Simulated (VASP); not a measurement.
# From one sheet to two: 1T-PtS2 monolayer, part 5 of 9

Aim: relax 1T-PtS2 monolayer, place its levels against the vacuum, then find how two sheets stack and bind.

VASP 6.6.1, plane waves and PAW; the level of theory is named at each step.

So far. Step 6 (The slab in a field, field 0.1): Energy at zero smearing: -68.17884 eV.

## 7. With spin-orbit coupling

This step: r2SCAN with rVV10, spin-orbit coupling; plane waves and PAW (Pt, S) (VASP 6.6.1).

For heavy elements spin-orbit coupling shifts the highest filled levels.

Input file INCAR:

```
SYSTEM = PtS2
PREC = Normal
ENCUT = 350
EDIFF = 1E-06
NELM = 120
ISMEAR = 0
SIGMA = 0.03
LREAL = .FALSE.
ALGO = Normal
METAGGA = R2SCAN
LUSE_VDW = .TRUE.
IVDW_NL = 2
BPARAM = 11.95
CPARAM = 0.0093
LASPH = .TRUE.
LNONCOLLINEAR = .TRUE.
MAGMOM = 0 0 0 0 0 0 0 0 0
NBANDS = 34
GGA_COMPAT = .FALSE.
LSORBIT = .TRUE.
LMAXMIX = 4
LWAVE = .FALSE.
LCHARG = .FALSE.
KPAR = 4
IDIPOL = 3
LDIPOL = .TRUE.
DIPOL = 0.5 0.5 0.5
```

Input file POSCAR:

```
PtS2
1.0
    3.5237097156      0.0000000000      0.0000000000
   -1.7618548578      3.0516221292      0.0000000000
    0.0000000000      0.0000000000     22.0000000000
Pt S
1 2
Direct
    0.0000000000      0.0000000000      0.5000000000
    0.3333333333      0.6666666667      0.4433219621
    0.6666666667      0.3333333333      0.5566780379
```

Input file KPOINTS:

```
Automatic mesh
0
Gamma
12 12 1
0 0 0
```

Input file KPOINTS_OPT:

```
Line mode
14
Line-mode
Reciprocal
  0.00000000   0.00000000   0.00000000 GAMMA
  0.50000000   0.00000000   0.00000000 M

  0.50000000   0.00000000   0.00000000 M
  0.33333333   0.33333333   0.00000000 K

  0.33333333   0.33333333   0.00000000 K
  0.00000000   0.00000000   0.00000000 GAMMA
```

PAW data sets: Pt and S (PBE family, release 64).

Started as:

```sh
mpirun -np 4 vasp_ncl
```

The program printed:

```text
[... set-up lines as in an earlier step ...]
 entering main loop
       N       E                     dE             d eps       ncg     rms          rms(c)
Total rVV10 correction in eV:      0.6362934    25.2608354
Total rVV10 correction in eV:      0.6362934    25.2608354
Total rVV10 correction in eV:      0.6362934    25.2608354
Total rVV10 correction in eV:      0.6362934    25.2608354
DAV:   1     0.968832599435E+02    0.96883E+02   -0.61668E+03  1308   0.706E+02
DAV:   2    -0.571339096738E+02   -0.15402E+03   -0.14399E+03  1918   0.177E+02
DAV:   3    -0.752202532069E+02   -0.18086E+02   -0.17826E+02  1610   0.684E+01
DAV:   4    -0.756299238749E+02   -0.40967E+00   -0.40826E+00  1728   0.117E+01
DAV:   5    -0.756374946421E+02   -0.75708E-02   -0.75659E-02  1710   0.162E+00    0.202E+01
Total rVV10 correction in eV:      0.6358124    25.2697885
Total rVV10 correction in eV:      0.6358124    25.2697885
Total rVV10 correction in eV:      0.6358124    25.2697885
Total rVV10 correction in eV:      0.6358124    25.2697885
DAV:   6    -0.687993209720E+02    0.68382E+01   -0.10645E+01  1480   0.315E+01    0.145E+01
Total rVV10 correction in eV:      0.6382123    25.2645806
Total rVV10 correction in eV:      0.6382123    25.2645806
Total rVV10 correction in eV:      0.6382123    25.2645806
Total rVV10 correction in eV:      0.6382123    25.2645806
DAV:   7    -0.685433794747E+02    0.25594E+00   -0.17667E+00  1434   0.145E+01    0.684E+00
Total rVV10 correction in eV:      0.6408935    25.2625872
Total rVV10 correction in eV:      0.6408935    25.2625872
Total rVV10 correction in eV:      0.6408935    25.2625872
Total rVV10 correction in eV:      0.6408935    25.2625872
DAV:   8    -0.685792394855E+02   -0.35860E-01   -0.18157E-01  1482   0.270E+00    0.239E+00
Total rVV10 correction in eV:      0.6423815    25.2620117
Total rVV10 correction in eV:      0.6423815    25.2620117
Total rVV10 correction in eV:      0.6423815    25.2620117
Total rVV10 correction in eV:      0.6423815    25.2620117
DAV:   9    -0.685501504612E+02    0.29089E-01   -0.60146E-02  1458   0.278E+00    0.578E-01
Total rVV10 correction in eV:      0.6430871    25.2615505
Total rVV10 correction in eV:      0.6430871    25.2615505
Total rVV10 correction in eV:      0.6430871    25.2615505
Total rVV10 correction in eV:      0.6430871    25.2615505
DAV:  10    -0.685512261205E+02   -0.10757E-02   -0.17785E-02  1488   0.954E-01    0.317E-01
Total rVV10 correction in eV:      0.6431580    25.2614802
Total rVV10 correction in eV:      0.6431580    25.2614802
Total rVV10 correction in eV:      0.6431580    25.2614802
Total rVV10 correction in eV:      0.6431580    25.2614802
DAV:  11    -0.685513058971E+02   -0.79777E-04   -0.42702E-04  1410   0.164E-01    0.303E-01
Total rVV10 correction in eV:      0.6434007    25.2613471
Total rVV10 correction in eV:      0.6434007    25.2613471
Total rVV10 correction in eV:      0.6434007    25.2613471
Total rVV10 correction in eV:      0.6434007    25.2613471
DAV:  12    -0.685517039409E+02   -0.39804E-03   -0.54433E-04  1358   0.239E-01    0.218E-01
Total rVV10 correction in eV:      0.6436709    25.2612083
Total rVV10 correction in eV:      0.6436709    25.2612083
Total rVV10 correction in eV:      0.6436709    25.2612083
Total rVV10 correction in eV:      0.6436709    25.2612083
DAV:  13    -0.685517378417E+02   -0.33901E-04   -0.26223E-04  1364   0.144E-01    0.146E-01
Total rVV10 correction in eV:      0.6437782    25.2611615
Total rVV10 correction in eV:      0.6437782    25.2611615
Total rVV10 correction in eV:      0.6437782    25.2611615
Total rVV10 correction in eV:      0.6437782    25.2611615
DAV:  14    -0.685517536906E+02   -0.15849E-04   -0.14807E-04  1494   0.119E-01    0.129E-01
Total rVV10 correction in eV:      0.6438112    25.2611184
Total rVV10 correction in eV:      0.6438112    25.2611184
Total rVV10 correction in eV:      0.6438112    25.2611184
Total rVV10 correction in eV:      0.6438112    25.2611184
DAV:  15    -0.685517655559E+02   -0.11865E-04   -0.70838E-05  1326   0.760E-02    0.695E-02
Total rVV10 correction in eV:      0.6438640    25.2610519
Total rVV10 correction in eV:      0.6438640    25.2610519
Total rVV10 correction in eV:      0.6438640    25.2610519
Total rVV10 correction in eV:      0.6438640    25.2610519
DAV:  16    -0.685517887533E+02   -0.23197E-04   -0.15517E-04  1352   0.121E-01    0.186E-02
Total rVV10 correction in eV:      0.6438741    25.2610269
Total rVV10 correction in eV:      0.6438741    25.2610269
Total rVV10 correction in eV:      0.6438741    25.2610269
Total rVV10 correction in eV:      0.6438741    25.2610269
DAV:  17    -0.685517952115E+02   -0.64583E-05   -0.18715E-04  1352   0.108E-01    0.844E-03
Total rVV10 correction in eV:      0.6438756    25.2610122
Total rVV10 correction in eV:      0.6438756    25.2610122
Total rVV10 correction in eV:      0.6438756    25.2610122
Total rVV10 correction in eV:      0.6438756    25.2610122
DAV:  18    -0.685517952090E+02    0.25029E-08   -0.10216E-04  1318   0.797E-02    0.692E-03
Total rVV10 correction in eV:      0.6438778    25.2609735
Total rVV10 correction in eV:      0.6438778    25.2609735
Total rVV10 correction in eV:      0.6438778    25.2609735
Total rVV10 correction in eV:      0.6438778    25.2609735
DAV:  19    -0.685518018512E+02   -0.66421E-05   -0.50576E-05  1372   0.709E-02    0.286E-03
Total rVV10 correction in eV:      0.6438804    25.2609327
Total rVV10 correction in eV:      0.6438804    25.2609327
Total rVV10 correction in eV:      0.6438804    25.2609327
Total rVV10 correction in eV:      0.6438804    25.2609327
DAV:  20    -0.685518122312E+02   -0.10380E-04   -0.67540E-05  1440   0.822E-02    0.238E-03
Total rVV10 correction in eV:      0.6438799    25.2609263
Total rVV10 correction in eV:      0.6438799    25.2609263
Total rVV10 correction in eV:      0.6438799    25.2609263
Total rVV10 correction in eV:      0.6438799    25.2609263
DAV:  21    -0.685518257974E+02   -0.13566E-04   -0.59894E-05  1322   0.769E-02    0.157E-03
Total rVV10 correction in eV:      0.6438791    25.2609203
Total rVV10 correction in eV:      0.6438791    25.2609203
Total rVV10 correction in eV:      0.6438791    25.2609203
Total rVV10 correction in eV:      0.6438791    25.2609203
DAV:  22    -0.685518213492E+02    0.44482E-05   -0.42599E-05  1310   0.651E-02    0.891E-04
Total rVV10 correction in eV:      0.6438771    25.2608962
Total rVV10 correction in eV:      0.6438771    25.2608962
Total rVV10 correction in eV:      0.6438771    25.2608962
Total rVV10 correction in eV:      0.6438771    25.2608962
DAV:  23    -0.685518356327E+02   -0.14283E-04   -0.43392E-05  1354   0.683E-02    0.125E-03
[...]
Total rVV10 correction in eV:      0.6438755    25.2608482
Total rVV10 correction in eV:      0.6438755    25.2608482
DAV:  26    -0.685518467321E+02   -0.14230E-04   -0.28206E-05  1336   0.591E-02    0.145E-03
Total rVV10 correction in eV:      0.6438748    25.2608459
Total rVV10 correction in eV:      0.6438748    25.2608459
Total rVV10 correction in eV:      0.6438748    25.2608459
Total rVV10 correction in eV:      0.6438748    25.2608459
DAV:  27    -0.685518521423E+02   -0.54102E-05   -0.20113E-05  1314   0.448E-02    0.122E-03
Total rVV10 correction in eV:      0.6438745    25.2608455
Total rVV10 correction in eV:      0.6438745    25.2608455
Total rVV10 correction in eV:      0.6438745    25.2608455
Total rVV10 correction in eV:      0.6438745    25.2608455
DAV:  28    -0.685518596154E+02   -0.74731E-05   -0.11079E-05  1308   0.372E-02    0.121E-03
Total rVV10 correction in eV:      0.6438747    25.2608454
Total rVV10 correction in eV:      0.6438747    25.2608454
Total rVV10 correction in eV:      0.6438747    25.2608454
Total rVV10 correction in eV:      0.6438747    25.2608454
DAV:  29    -0.685518590355E+02    0.57991E-06   -0.12053E-05  1300   0.393E-02    0.146E-03
Total rVV10 correction in eV:      0.6438742    25.2608448
Total rVV10 correction in eV:      0.6438742    25.2608448
Total rVV10 correction in eV:      0.6438742    25.2608448
Total rVV10 correction in eV:      0.6438742    25.2608448
DAV:  30    -0.685518580367E+02    0.99876E-06   -0.10468E-05  1298   0.338E-02    0.115E-03
Total rVV10 correction in eV:      0.6438739    25.2608440
Total rVV10 correction in eV:      0.6438739    25.2608440
Total rVV10 correction in eV:      0.6438739    25.2608440
Total rVV10 correction in eV:      0.6438739    25.2608440
DAV:  31    -0.685518517075E+02    0.63292E-05   -0.37772E-05  1296   0.603E-02    0.862E-04
Total rVV10 correction in eV:      0.6438738    25.2608439
Total rVV10 correction in eV:      0.6438738    25.2608439
Total rVV10 correction in eV:      0.6438738    25.2608439
Total rVV10 correction in eV:      0.6438738    25.2608439
DAV:  32    -0.685518582400E+02   -0.65325E-05   -0.26902E-05  1296   0.551E-02    0.960E-04
Total rVV10 correction in eV:      0.6438736    25.2608438
Total rVV10 correction in eV:      0.6438736    25.2608438
Total rVV10 correction in eV:      0.6438736    25.2608438
Total rVV10 correction in eV:      0.6438736    25.2608438
DAV:  33    -0.685518674524E+02   -0.92124E-05   -0.67974E-05  1296   0.801E-02    0.116E-03
Total rVV10 correction in eV:      0.6438736    25.2608443
Total rVV10 correction in eV:      0.6438736    25.2608443
Total rVV10 correction in eV:      0.6438736    25.2608443
Total rVV10 correction in eV:      0.6438736    25.2608443
DAV:  34    -0.685518754188E+02   -0.79663E-05   -0.80336E-05  1296   0.947E-02    0.162E-03
Total rVV10 correction in eV:      0.6438735    25.2608464
Total rVV10 correction in eV:      0.6438735    25.2608464
Total rVV10 correction in eV:      0.6438735    25.2608464
Total rVV10 correction in eV:      0.6438735    25.2608464
DAV:  35    -0.685518867983E+02   -0.11380E-04   -0.16850E-04  1296   0.136E-01    0.219E-03
Total rVV10 correction in eV:      0.6438738    25.2608509
Total rVV10 correction in eV:      0.6438738    25.2608509
Total rVV10 correction in eV:      0.6438738    25.2608509
Total rVV10 correction in eV:      0.6438738    25.2608509
DAV:  36    -0.685519074549E+02   -0.20657E-04   -0.18661E-04  1292   0.150E-01    0.279E-03
Total rVV10 correction in eV:      0.6438740    25.2608573
Total rVV10 correction in eV:      0.6438740    25.2608573
Total rVV10 correction in eV:      0.6438740    25.2608573
Total rVV10 correction in eV:      0.6438740    25.2608573
DAV:  37    -0.685519340476E+02   -0.26593E-04   -0.18015E-04  1292   0.136E-01    0.357E-03
Total rVV10 correction in eV:      0.6438742    25.2608652
Total rVV10 correction in eV:      0.6438742    25.2608652
Total rVV10 correction in eV:      0.6438742    25.2608652
Total rVV10 correction in eV:      0.6438742    25.2608652
DAV:  38    -0.685519632812E+02   -0.29234E-04   -0.91375E-05  1296   0.975E-02    0.430E-03
Total rVV10 correction in eV:      0.6438745    25.2608737
Total rVV10 correction in eV:      0.6438745    25.2608737
Total rVV10 correction in eV:      0.6438745    25.2608737
Total rVV10 correction in eV:      0.6438745    25.2608737
DAV:  39    -0.685519931731E+02   -0.29892E-04   -0.49212E-05  1340   0.740E-02    0.479E-03
Total rVV10 correction in eV:      0.6438746    25.2608795
Total rVV10 correction in eV:      0.6438746    25.2608795
Total rVV10 correction in eV:      0.6438746    25.2608795
Total rVV10 correction in eV:      0.6438746    25.2608795
DAV:  40    -0.685520065898E+02   -0.13417E-04   -0.33756E-05  1304   0.643E-02    0.515E-03
Total rVV10 correction in eV:      0.6438747    25.2608844
Total rVV10 correction in eV:      0.6438747    25.2608844
Total rVV10 correction in eV:      0.6438747    25.2608844
Total rVV10 correction in eV:      0.6438747    25.2608844
DAV:  41    -0.685520277085E+02   -0.21119E-04   -0.24734E-05  1296   0.540E-02    0.537E-03
Total rVV10 correction in eV:      0.6438749    25.2608879
Total rVV10 correction in eV:      0.6438749    25.2608879
Total rVV10 correction in eV:      0.6438749    25.2608879
Total rVV10 correction in eV:      0.6438749    25.2608879
DAV:  42    -0.685520388590E+02   -0.11150E-04   -0.15346E-05  1304   0.427E-02    0.558E-03
Total rVV10 correction in eV:      0.6438748    25.2608893
Total rVV10 correction in eV:      0.6438748    25.2608893
Total rVV10 correction in eV:      0.6438748    25.2608893
Total rVV10 correction in eV:      0.6438748    25.2608893
DAV:  43    -0.685520423539E+02   -0.34949E-05   -0.14760E-05  1294   0.434E-02    0.569E-03
Total rVV10 correction in eV:      0.6438749    25.2608909
Total rVV10 correction in eV:      0.6438749    25.2608909
Total rVV10 correction in eV:      0.6438749    25.2608909
Total rVV10 correction in eV:      0.6438749    25.2608909
DAV:  44    -0.685520471871E+02   -0.48332E-05   -0.13685E-05  1292   0.402E-02    0.582E-03
Total rVV10 correction in eV:      0.6438749    25.2608925
Total rVV10 correction in eV:      0.6438749    25.2608925
Total rVV10 correction in eV:      0.6438749    25.2608925
Total rVV10 correction in eV:      0.6438749    25.2608925
DAV:  45    -0.685520471373E+02    0.49834E-07   -0.35721E-06  1172   0.225E-02
Total rVV10 correction in eV:      0.6438764    25.2608402
Total rVV10 correction in eV:      0.6438764    25.2608402
Total rVV10 correction in eV:      0.6438764    25.2608402
Total rVV10 correction in eV:      0.6438764    25.2608402
Total rVV10 correction in eV:      0.6438750    25.2608930
Total rVV10 correction in eV:      0.6438750    25.2608930
Total rVV10 correction in eV:      0.6438750    25.2608930
Total rVV10 correction in eV:      0.6438750    25.2608930
   1 F= -.68552047E+02 E0= -.68552047E+02  d E =-.225628E-14  mag=    -0.0000    -0.0000     0.0000
 Start KPOINTS_OPT (optional k-point list driver)
k-point batch [1-19\42]
       N       E                     dE             ncg
DAV:   1    -0.369819636771E+03   -0.71301E+04     1356
DAV:   2    -0.332125915662E+04   -0.29514E+04     1878
DAV:   3    -0.364991075602E+04   -0.32865E+03     1578
DAV:   4    -0.365695106118E+04   -0.70403E+01     1656
DAV:   5    -0.365708183327E+04   -0.13077E+00     1664
DAV:   6    -0.365708690965E+04   -0.50764E-02     1734
DAV:   7    -0.365708711772E+04   -0.20807E-03     1746
DAV:   8    -0.365708712943E+04   -0.11710E-04     1646
DAV:   9    -0.365708712973E+04   -0.29659E-06     1210
[...]
k-point batch [39-42\42]
       N       E                     dE             ncg
DAV:   1     0.767738711424E+04   -0.16119E+03      288
DAV:   2     0.709905583835E+04   -0.57833E+03      364
DAV:   3     0.701778704697E+04   -0.81269E+02      344
DAV:   4     0.701562404549E+04   -0.21630E+01      384
DAV:   5     0.701558655374E+04   -0.37492E-01      362
DAV:   6     0.701558544188E+04   -0.11119E-02      396
DAV:   7     0.701558541412E+04   -0.27766E-04      380
DAV:   8     0.701558541373E+04   -0.39003E-06      366
```

Run time: 10 min. Hardware: 4 MPI ranks of Intel Xeon Platinum 8259CL at 2.50GHz (Skylake/Cascade Lake), shared host; peak memory 2.4 GiB.

From OUTCAR (step 7):

```text
   k-points           NKPTS =     19   k-points in BZ     NKDIM =     19   number of bands    NBANDS=     34

   NELECT =      22.0000    total number of electrons

 dipolmoment           0.000000      0.000000     -0.000000 electrons x Angstroem

 E-fermi :  -3.5791

 k-point     1 :       0.0000    0.0000    0.0000
  band No.  band energies     occupation
    ...
     18      -4.5521      1.00000
     19      -4.1213      1.00000
     20      -4.1213      1.00000
     21      -3.9152      1.00000
     22      -3.9150      1.00000
     23      -0.4218      0.00000
     24      -0.4215      0.00000
     25      -0.1747      0.00000
     26      -0.1747      0.00000
     27       2.3580      0.00000
    ...

  Total        0.0445629      0.0445629      0.0044818     -0.0000000     -0.0000000     -0.0000000
  in kB        0.3018078      0.3018078      0.0303534     -0.0000000     -0.0000000     -0.0000000
  external PRESSURE =       0.2113230 kB  Pullay stress =       0.0000000 kB

 POSITION                                       TOTAL-FORCE (eV/Angst)
 -----------------------------------------------------------------------------------
      0.00000      0.00000     11.00000        -0.000000      0.000000      0.000000
     -0.00000      2.03441      9.75308        -0.000000     -0.000000     -0.037254
      1.76185      1.01721     12.24692         0.000000      0.000000      0.037254
 -----------------------------------------------------------------------------------
    total drift:                                0.000000      0.000000      0.000000

  FREE ENERGIE OF THE ION-ELECTRON SYSTEM (eV)
  ---------------------------------------------------
  free  energy   TOTEN  =       -68.5520471373 eV

  energy  without entropy=      -68.5520471373  energy(sigma->0) =      -68.55204714

 vacuum level on the upper side and lower side of the slab         2.826         2.826

 Spin-Orbit-Coupling matrix elements
 Ion:    1  E_soc:     -0.7470695
 Ion:    2  E_soc:      0.0008030
 Ion:    3  E_soc:      0.0008030

[... 7 parts as in an earlier step ...]

[... 8 further parts left out ...]
```

Numbers from this step:

```
electronic cycles                 : 45
free energy (TOTEN)               : -68.5520 eV
Fermi energy                      : -3.579 eV
least gap on mesh and path        : 1.991 eV
least direct gap on mesh and path : 2.084 eV
dipole moment                     : 0, 0, 0 e·Å
```

On-site spin-orbit energy by atom:

```csv
atom,on-site spin-orbit energy (eV)
Pt1,-0.747
S2,0.001
S3,0.001
```

Electronic bands along the path, in eV, zero at the valence-band top; v1 is the highest filled band, c1 the lowest empty one:

```
          point     v4     v3     v2     v1    c1    c2    c3    c4
              Γ  -0.39  -0.39  -0.18  -0.18  3.31  3.31  3.56  3.56
0.46 of the way  -0.32  -0.32  -0.09  -0.09  1.99  1.99  3.00  3.00
              M  -1.59  -1.59  -1.55  -1.55  3.04  3.04  3.28  3.28
0.54 of the way  -1.20  -1.20  -0.76  -0.76  2.39  2.39  2.87  2.87
              K  -0.90  -0.90  -0.71  -0.71  2.30  2.30  2.40  2.40
0.54 of the way  -0.46  -0.46  -0.02  -0.02  2.31  2.31  2.39  2.39
              Γ  -0.39  -0.39  -0.18  -0.18  3.31  3.31  3.56  3.56
```

The path shows an indirect gap of 1.99 eV (valence top between Γ and M, conduction bottom between Γ and M). The least direct gap is 2.08 eV.

(Continued in part 6 of 9.)

[Lines on the potential files, build, host, timing and source positions are cut from VASP's logs without a mark.]

[Logs are printed without paths, hosts, clocks, repeated set-up lines and the standing remarks that a program may print on its own settings, such as how far it seeks lower states.]

[Hosts, paths, dates, database ids (printed as entryN), source tags and the programs' standing remarks are cut or masked in the printed files.]

[Runs that stopped without an error message from VASP are left out.]
